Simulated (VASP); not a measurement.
Runs of VASP 6.6.1 on WF. The structure is trigonal, space group R3m (No. 160). The conventional cell has a = 2.732 Å, b = 2.732 Å, c = 15.209 Å, α = 90.00°, β = 90.00°, γ = 120.00°. W (site symmetry 3m) has 1 F at 1.87 Å as nearest neighbours. F (site symmetry 3m) has 1 W at 1.87 Å as nearest neighbours. The cell was built by a generator and needn't be a form met in nature.

```csv
task,level,potentials or basis,U,cell,k mesh,cutoff (eV),smearing,gap on the mesh (eV),pressure (GPa),largest force (eV/Å)
relaxation of the atoms,RPBE,"VASP PAW PBE potentials, release 64 (W_sv, F)",-,atoms relaxed,11 × 11 × 11,520,gaussian 0.05 eV,none,2.9,-
single point,PBE,"VASP PAW PBE potentials, release 64 (W_sv, F)",-,as given,11 × 11 × 11,520,fermi-dirac 0.05 eV,none,1.7,(a)
relaxation of cell and atoms,PBE,"VASP PAW PBE potentials, release 64 (W_sv, F)",-,relaxed,11 × 11 × 11,600,gaussian 0.05 eV,none,0.1,-
relaxation of the atoms,PBE+TS-HI+U,"VASP PAW PBE potentials, release 64 (W_sv, F)",W d U = 4.5 eV,atoms relaxed from: volume scaled by 1.04,11 × 11 × 11,520,gaussian 0.05 eV,none,-3.2,0.01
```

Alike in all rows: no spin polarisation.

Q: Fill in the values left out.

A: (a) 0.40.

Caveats: an odd number of electrons without spin polarisation forces a metal; a magnetic or distorted state may lie lower; the PAW data sets were made with another functional, which shifts forces and pressure a little (some runs); U without spin polarisation on a metal has little footing (some runs); pairwise dispersion overbinds metals, which lowers pressure and volume (some runs).

A k mesh can miss the band edges, and the runs leave out spin-orbit coupling on W.

A gap of «none» marks a metal or a gap under the smearing width.
